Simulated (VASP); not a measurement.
## BN (space group P6_3mc): computed properties

Method: PBEsol GGA, VASP's PBE PAW potentials (set 64) (plane waves; VASP).

```json
{
  "space_group": "P6_3mc (186)",
  "cell": "a = b = 2.5423 Å, c = 4.2053 Å, α = β = 90.00°, γ = 120.00°",
  "volume_per_atom": "5.88 Å^3/atom",
  "band gap (over mesh and band path)": "4.94 eV",
  "smallest direct gap (over mesh and band path)": "8.20 eV",
  "hill_bulk_modulus": "387 GPa",
  "hill_shear_modulus": "389 GPa",
  "Poisson's ratio": "0.124",
  "band_edge_character": "indirect, Γ to K",
  "density": "3.50 g/cm³",
  "mean ε∞ (DFPT)": "4.65",
  "mean ε∞ (independent particles)": "4.76",
  "mean static ε": "6.82",
  "optical Γ-point spectrum": "468 (×2), 964 (×2), 970, 1030, 1060 (×2), 1117 cm⁻¹",
  "C11": "951 GPa",
  "C12": "141 GPa",
  "C13": "62.4 GPa",
  "C33": "1050 GPa",
  "C44": "333 GPa",
  "C66": "405 GPa"
}
```

```
CELL_PARAMETERS angstrom
      2.54235     0.00000     0.00000
     -1.27117     2.20174     0.00000
      0.00000     0.00000     4.20533
ATOMIC_POSITIONS crystal
  B  0.66667 0.33333 0.00034
  B  0.33333 0.66667 0.50034
  N  0.66667 0.33333 0.37466
  N  0.33333 0.66667 0.87466
```

The structure comes from a measured BN entry (P6_3mc) of the Crystallography Open Database, whose conditions weren't checked. It was relaxed first. Symmetry was kept, so distortions that lower it aren't found.
